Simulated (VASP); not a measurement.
A convergence study with VASP on BN (hex): one setting is varied, all else stays as given below, so the limit is that of these other settings. Each run relaxes cell and ions from the cell shown.

```
CELL_PARAMETERS angstrom
      1.25200    -2.16853     0.00000
      1.25200     2.16853     0.00000
      0.00000     0.00000     6.66000
ATOMIC_POSITIONS crystal
  B  0.33333 0.66667 0.25000
  B  0.66667 0.33333 0.75000
  N  0.66667 0.33333 0.25000
  N  0.33333 0.66667 0.75000
```

The numbers are results of LDA (Ceperley-Alder, Perdew-Zunger), VASP's LDA PAW potentials (set 64) (plane waves; VASP 6.6.1), not measurements. The tightest run used: 700 eV cut-off, 14×14×5 Γ-centred mesh, Gaussian smearing of 0.050 eV, potentials B N.

**Question.** The settings run are 2×2×1 mesh; 3×3×1 mesh; 4×4×1 mesh; 5×5×2 mesh; 6×6×2 mesh; 7×7×3 mesh; 9×9×3 mesh; 10×10×4 mesh; 11×11×4 mesh; 12×12×4 mesh; 13×13×5 mesh; 14×14×5 mesh. From which on does the relaxed volume stay within 0.05 Å³/atom of the tightest run?

**Answer.** From 5×5×2 mesh on: it is off by 0.019 there and by no more than 0.05 in any finer run, while 4×4×1 mesh is off by 1.312.
```tsv
setting	relaxed volume (Å³/atom)	E (eV/atom)	irreducible k-points	difference judged (Å³/atom)
2×2×1 mesh	5.912	-9.2749	2	2.729
3×3×1 mesh	9.735	-9.5792	3	1.094
4×4×1 mesh	9.953	-9.6185	4	1.312
5×5×2 mesh	8.623	-9.6454	10	0.019
6×6×2 mesh	8.658	-9.6486	14	0.016
7×7×3 mesh	8.642	-9.6489	16	0.001
9×9×3 mesh	8.642	-9.6490	24	0.001
10×10×4 mesh	8.641	-9.6490	42	0.000
11×11×4 mesh	8.641	-9.6491	48	0.000
12×12×4 mesh	8.641	-9.6491	57	0.000
13×13×5 mesh	8.641	-9.6491	63	0.000
14×14×5 mesh	8.641	-9.6491	72	0.000
```

Left out are rungs that failed or repeat a setting and relaxations that didn't move; long series are thinned to 24 rows.

The compound is BN in the hex structure.
